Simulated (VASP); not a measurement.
VASP input:

POSCAR:
```
InGa3N4
1
    3.2655972184    -0.0000000000    -0.0000000000
   -1.6327986092     2.8280899232    -0.0000000000
   -0.0000000000    -0.0000000000    10.7040133114
In Ga N
1 3 4
Direct
  0.0000000000   0.0000000000   0.9982437280
  0.6666670000   0.3333330000   0.2593355684
  0.6666670000   0.3333330000   0.7380361068
  0.0000000000   0.0000000000   0.4984754421
  0.6666670000   0.3333330000   0.0800082197
  0.6666670000   0.3333330000   0.5558664044
  0.0000000000   0.0000000000   0.3164677684
  0.0000000000   0.0000000000   0.7953667621
```

KPOINTS:
```
K-points
0
gamma
 7 7 2
```

### INCAR
```
SYSTEM = InGa3N4
PREC = Accurate
ENCUT = 520
EDIFF = 1E-6
NELM = 100
ALGO = Normal
LREAL = .FALSE.
LASPH = .TRUE.
ISMEAR = 0
SIGMA = 0.05
METAGGA = R2SCAN
LMIXTAU = .TRUE.
LMAXMIX = 4
LWAVE = .FALSE.
LCHARG = .FALSE.
IBRION = 2
ISIF = 3
NSW = 60
EDIFFG = -0.02
```

POTCAR, in this order: In_d Ga_d N (PBE.64 set). Program: vasp_std.

Translate this r2SCAN calculation to Ansatz.

One equivalent input (not run):
Ansatz 0.2 input:
```yaml
crystal:
  lattice:
    - [3.2655972, 0.0000000, 0.0000000]
    - [-1.6327986, 2.8280899, 0.0000000]
    - [0.0000000, 0.0000000, 10.7040133]
  atoms:
    - { symbol: In, position: [0.0000000, 0.0000000, 0.9982437] }
    - { symbol: Ga, position: [0.6666670, 0.3333330, 0.2593356] }
    - { symbol: Ga, position: [0.6666670, 0.3333330, 0.7380361] }
    - { symbol: Ga, position: [0.0000000, 0.0000000, 0.4984754] }
    - { symbol: N, position: [0.6666670, 0.3333330, 0.0800082] }
    - { symbol: N, position: [0.6666670, 0.3333330, 0.5558664] }
    - { symbol: N, position: [0.0000000, 0.0000000, 0.3164678] }
    - { symbol: N, position: [0.0000000, 0.0000000, 0.7953668] }
kpoints:
  mp_grid: { grid: [7, 7, 2] }
hamiltonian:
  xc: r2scan
  pseudopotentials: { kind: paw }
scf:
  occupations: { method: gaussian, width: 0.05 }
  max_iter: 100
relax:
  max_steps: 60
  f_tol: 0.02
  cell: {}
output: { forces: true, stress: true, eigenvalues: true }
```
The two are equivalent in intent, not identical: each code has its own PAW files, so the cut-off isn't converted (ENCUT is set for VASP's; basis.ecutwfc is left out, and Ansatz then takes the one that its files recommend); Ansatz stops its SCF on the density residual and VASP on the energy change (EDIFF).

The structure comes from a computed database's InGa3N4 entry (P3m1); how it stands against other phases isn't given here. This run relaxes it. Symmetry was kept, so distortions that lower it aren't found. The start is the result of an earlier pass.
